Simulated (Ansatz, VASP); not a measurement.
# Ga7Sb7H18 (GaSb wire along [111], 14 atoms a period, H-terminated): VASP beside Ansatz, part 2 of 2

Wanted: the spread between two codes on one cell, functional and k mesh. Of the first pair: The structure shown is the start of the Ansatz relaxation below; VASP solves that cell, so the two are compared at the walk's first step.

VASP 6.6.1 and Ansatz 0.2.0.

So far. Step 4 (Side by side): The forces differ by 36 meV/Å r.m.s., which is 10.9 % of the r.m.s. force of 0.331 eV/Å (both taken over all components).

## Step 5: Ansatz: relaxation, PBE

Level of this step: Ansatz beside VASP: Kohn-Sham DFT, plane waves, PBE (Ansatz).

This run makes the geometry at which the two programs are then compared. The cell compared in this pair holds 2270.87 Å³, against 2268.18 Å³ for the pair before.

The structure compared here is the end of the Ansatz relaxation.

input.yaml

```yaml
crystal:
  lattice:
    - [14.049, 0.0, 0.0]
    - [0.0, 15.01, 0.0]
    - [0.0, 0.0, 10.756035515]
  atoms:
    - { symbol: Ga, position: [0.343716209, 0.410209809, 0.0] }
    - { symbol: Ga, position: [0.656274619, 0.410209809, 0.0] }
    - { symbol: Sb, position: [0.343716209, 0.410209809, 0.25] }
    - { symbol: Sb, position: [0.499995414, 0.663563095, 0.25] }
    - { symbol: Sb, position: [0.656274619, 0.410209809, 0.25] }
    - { symbol: H, position: [0.251890129, 0.628733528, 0.284368576] }
    - { symbol: H, position: [0.499995414, 0.226515656, 0.284368576] }
    - { symbol: H, position: [0.748100699, 0.628733528, 0.284368576] }
    - { symbol: H, position: [0.242010107, 0.355249255, 0.304233117] }
    - { symbol: H, position: [0.499995414, 0.773484202, 0.304233117] }
    - { symbol: H, position: [0.757980721, 0.355249255, 0.304233117] }
    - { symbol: Ga, position: [0.343716209, 0.579111999, 0.333333333] }
    - { symbol: Ga, position: [0.499995414, 0.325758713, 0.333333333] }
    - { symbol: Ga, position: [0.656274619, 0.579111999, 0.333333333] }
    - { symbol: Sb, position: [0.343716209, 0.579111999, 0.583333333] }
    - { symbol: Sb, position: [0.499995414, 0.325758713, 0.583333333] }
    - { symbol: Sb, position: [0.656274619, 0.579111999, 0.583333333] }
    - { symbol: H, position: [0.242010107, 0.524151446, 0.63756645] }
    - { symbol: H, position: [0.343716209, 0.689033107, 0.63756645] }
    - { symbol: H, position: [0.398289313, 0.27079816, 0.63756645] }
    - { symbol: H, position: [0.601701515, 0.27079816, 0.63756645] }
    - { symbol: H, position: [0.656274619, 0.689033107, 0.63756645] }
    - { symbol: H, position: [0.757980721, 0.524151446, 0.63756645] }
    - { symbol: Ga, position: [0.499995414, 0.494660904, 0.666666667] }
    - { symbol: Sb, position: [0.499995414, 0.494660904, 0.916666667] }
    - { symbol: H, position: [0.251890129, 0.459831337, 0.951035243] }
    - { symbol: H, position: [0.343716209, 0.310966752, 0.951035243] }
    - { symbol: H, position: [0.408169334, 0.713184623, 0.951035243] }
    - { symbol: H, position: [0.591821494, 0.713184623, 0.951035243] }
    - { symbol: H, position: [0.656274619, 0.310966752, 0.951035243] }
    - { symbol: H, position: [0.748100699, 0.459831337, 0.951035243] }
    - { symbol: Ga, position: [0.499995414, 0.663563095, 0.0] }
kpoints:
  mp_grid: { grid: [1, 1, 8] }
scf:
  occupations: { method: fermi_dirac, width: 0.05 }
hamiltonian:
  xc: pbe
  pseudopotentials: { kind: paw, azcp: { folder: soft_1 } }
relax:
  cell: { fix: [a, b, alpha, beta, gamma] }
  max_steps: 45
  f_tol: 0.03
```

Started as:

```sh
$ ansatz run input.yaml --threads 4 --pin off --max-ram 16384MiB --backend cpu --events-out ev --progress --plain --runs-dir out
```

Numbers of over 12 decimals in the logs are rounded to 6 here.

Log:

```text
[...]
Crystal: 32 atoms, lattice volume = 2268.184 Å³
Basis set: ecut = 420 eV, 44335 PW (Γ), exchange–correlation on 192×216×144 points (8 copies of the dense FFT grid, shifted against one another)
Bands: 139, of which v1, the nominal top of the filled ones, is band 107 counted from 1 (106 counted from 0)
Symmetry: 2 space group operations
[...]
- { symbol: Ga, position: [0.499995, 0.494680, 0.699137] }
    - { symbol: Sb, position: [0.499995, 0.494657, 0.941555] }
[...]
- { symbol: H, position: [0.401450, 0.712546, 0.952557] }
    - { symbol: H, position: [0.598540, 0.712546, 0.952557] }
    - { symbol: H, position: [0.652296, 0.305806, 0.952627] }
    - { symbol: H, position: [0.750870, 0.465535, 0.952587] }
    - { symbol: Ga, position: [0.499995, 0.671467, -0.011844] }
[key lines of the parts left out:]
SCF converged after 6 iterations
Free energy (F): -72153.861789 eV
Fermi energy:    -2.033419 eV
P = ⅓ Tr σ = 0.0051 GPa (0.051 kbar)
```

## Step 6: VASP: single point, PBE, relaxed cell, pair 2

The same cell, functional, mesh and smearing now go to VASP, with its own data sets.

INCAR

```
SYSTEM = Ga7Sb7H18
PREC = Accurate
ENCUT = 500
EDIFF = 1E-06
NELM = 120
ISMEAR = -1
SIGMA = 0.05
LREAL = Auto
ALGO = Normal
GGA = PE
NBANDS = 96
LORBIT = 11
LWAVE = .FALSE.
LCHARG = .FALSE.
ISIF = 2
LASPH = .TRUE.
GGA_COMPAT = .FALSE.
EFERMI = MIDGAP
KPAR = 4
```

POSCAR

```
Ga7Sb7H18
1.0
   14.0490000000      0.0000000000      0.0000000000
    0.0000000000     15.0100000000      0.0000000000
    0.0000000000      0.0000000000     10.7687834521
Ga Sb H
7 7 18
Direct
    0.3364297607      0.4062370648      0.9881740317
    0.6635610673      0.4062370648      0.9881740317
    0.3410989043      0.5805588555      0.3233254574
    0.4999954140      0.3229134791      0.3233649335
    0.6588919237      0.5805588555      0.3233254574
    0.4999954140      0.4946798041      0.6991372679
    0.4999954140      0.6714668252      0.9881561395
    0.3502665843      0.4137510470      0.2412521837
    0.4999954140      0.6565359693      0.2412303147
    0.6497242437      0.4137510470      0.2412521837
    0.3549424252      0.5730687485      0.5752938030
    0.4999954140      0.3378894859      0.5753206793
    0.6450484028      0.5730687485      0.5752938030
    0.4999954140      0.4946571209      0.9415548661
    0.2466318802      0.6315433840      0.2937922149
    0.4999954140      0.2208395622      0.2938047969
    0.7533589478      0.6315433840      0.2937922149
    0.2549381846      0.3622572229      0.3105045061
    0.4999954140      0.7595463232      0.3104875959
    0.7450526434      0.3622572229      0.3105045061
    0.2527203004      0.5305098478      0.6378922545
    0.3431933345      0.6771961657      0.6379156932
    0.4095149291      0.2763011901      0.6379243986
    0.5904758989      0.2763011901      0.6379243986
    0.6567974935      0.6771961657      0.6379156932
    0.7472705276      0.5305098478      0.6378922545
    0.2491213141      0.4655354902      0.9525873017
    0.3476944858      0.3058055373      0.9526273955
    0.4014504067      0.7125456262      0.9525567472
    0.5985404213      0.7125456262      0.9525567472
    0.6522963422      0.3058055373      0.9526273955
    0.7508695139      0.4655354902      0.9525873017
```

KPOINTS

```
Automatic mesh
0
Gamma
1 1 8
0 0 0
```

PAW data sets: Ga_d, Sb and H (PBE family, release 64).

Started as:

```sh
$ mpirun -np 4 vasp_std
```

Log:

```text
[... set-up lines as in an earlier step ...]
 entering main loop
       N       E                     dE             d eps       ncg     rms          rms(c)
DAV:   1     0.838594096089E+03    0.83859E+03   -0.51467E+04  1176   0.110E+03
DAV:   2    -0.520173008322E+01   -0.84380E+03   -0.81868E+03  1320   0.242E+02
DAV:   3    -0.104671650947E+03   -0.99470E+02   -0.98808E+02  1160   0.887E+01
DAV:   4    -0.110712814840E+03   -0.60412E+01   -0.60275E+01  1344   0.251E+01
[...]
DAV:  24    -0.105046350123E+03   -0.34410E-05   -0.24957E-07   752   0.271E-03    0.622E-04
DAV:  25    -0.105046353041E+03   -0.29173E-05   -0.39499E-07   784   0.257E-03    0.568E-04
DAV:  26    -0.105046353294E+03   -0.25363E-06   -0.67528E-08   824   0.137E-03
   1 F= -.10504635E+03 E0= -.10504635E+03  d E =-.971588E-11
```

From OUTCAR (step 6):

```text
  Total        0.3107722      0.2674573      0.2188734      0.0000000     -0.0043865      0.0000000
  in kB        0.2192603      0.1887002      0.1544226      0.0000000     -0.0030948      0.0000000
  external PRESSURE =       0.1874610 kB  Pullay stress =       0.0000000 kB

 POSITION                                       TOTAL-FORCE (eV/Angst)
 -----------------------------------------------------------------------------------
      4.72650      6.09762     10.64143        -0.012378     -0.007424     -0.007384
      9.32237      6.09762     10.64143         0.012378     -0.007424     -0.007384
      4.79210      8.71419      3.48182        -0.031610      0.018550     -0.002681
      7.02444      4.84693      3.48225         0.000000     -0.038140     -0.000455
      9.25677      8.71419      3.48182         0.031610      0.018550     -0.002681
      7.02444      7.42514      7.52886         0.000000      0.000218     -0.014275
      7.02444     10.07872     10.64124         0.000000      0.013739     -0.007604
      4.92090      6.21040      2.59799         0.065037      0.040846     -0.051837
      7.02444      9.85460      2.59776         0.000000     -0.073632     -0.047465
      9.12798      6.21040      2.59799        -0.065037      0.040846     -0.051837
      4.98659      8.60176      6.19521         0.115475     -0.059778     -0.073474
      7.02444      5.07172      6.19550         0.000000      0.112017     -0.075589
      9.06229      8.60176      6.19521        -0.115475     -0.059778     -0.073474
      7.02444      7.42480     10.13940         0.000000      0.000515      0.030648
[...]
-----------------------------------------------------------------------------------
    total drift:                               -0.000000     -0.001715     -0.002098

  FREE ENERGIE OF THE ION-ELECTRON SYSTEM (eV)
  ---------------------------------------------------
  free  energy   TOTEN  =      -105.0463532941 eV

  energy  without entropy=     -105.0463532941  energy(sigma->0) =     -105.04635329

[... 1 part as in an earlier step ...]

[... 2 further parts left out ...]
[key lines of the parts left out:]
E-fermi :  -2.5443
```

## Step 7: Differences

What differs besides the data sets and the points named for the pairs above, as far as they apply: the data sets hold 214 valence electrons in Ansatz (on its PAW soft_1 files) and 144 in VASP; the cutoff is 420 eV in Ansatz and 500 eV in VASP (PREC = Accurate, projectors in real space); Ansatz's pressure holds a Pulay correction, VASP's none. Total energies have different zeros and are not compared.

Both answers:

| quantity | Ansatz | VASP | difference |
| --- | --- | --- | --- |
| pressure (GPa) | 0.01 | 0.02 | -0.01 |
| gap on the k mesh (eV) | 2.624 | 2.619 | +0.005 |

Forces on 7 of the 32 atoms, those with the largest forces and the largest differences (eV/Å; atoms numbered as in POSCAR):

| atom | Ansatz x, y, z | VASP x, y, z |
| --- | --- | --- |
| Sb11 | 0.011, -0.006, 0.009 | 0.115, -0.060, -0.073 |
| Sb12 | 0.000, 0.012, 0.008 | 0.000, 0.112, -0.076 |
| Sb13 | -0.011, -0.006, 0.009 | -0.115, -0.060, -0.073 |
| H22 | 0.002, 0.006, 0.002 | -0.009, 0.096, 0.043 |
| H23 | -0.006, -0.001, 0.002 | -0.078, -0.056, 0.043 |
| H24 | 0.006, -0.001, 0.002 | 0.078, -0.056, 0.043 |
| H25 | -0.002, 0.006, 0.002 | 0.009, 0.096, 0.043 |

The forces differ by 43 meV/Å r.m.s., where the r.m.s. force is 0.005 eV/Å in Ansatz and 0.045 eV/Å in VASP: the atoms lie near their places of rest in Ansatz, so a percentage would say little (all taken over all components). A gap on the mesh is an upper bound, since the band edges may lie between its points.

## Step 8: What came out

```yaml
r_m_s_force_difference_single_point_pbe_start_cell_pair_1: 11 % of the r.m.s. force
r_m_s_force_difference_single_point_pbe_relaxed_cell_pair_2: 43 meV/Å
```

**Reading.** The r.m.s. force difference is 11 % of the r.m.s. force (single point, PBE, start cell, pair 1), beyond the 3 % picked in this series as the mark of a large difference. The data sets hold unlike numbers of valence electrons (214 in Ansatz and 144 in VASP), so part of the differences comes from the potentials. What causes the difference of the single point, PBE, start cell, pair 1 pair stays open here. What causes the difference of the single point, PBE, relaxed cell, pair 2 pair stays open here. How closely two codes agree says nothing of how well the functional describes the real material.

[Lines on the potential files, build, host, timing and source positions are cut from VASP's logs without a mark.]

[Logs are printed without paths, hosts, clocks, repeated set-up lines and the standing remarks that a program may print on its own settings, such as how far it seeks lower states.]

[Hosts, paths, dates, database ids (printed as entryN), source tags and the programs' standing remarks are cut or masked in the printed files.]
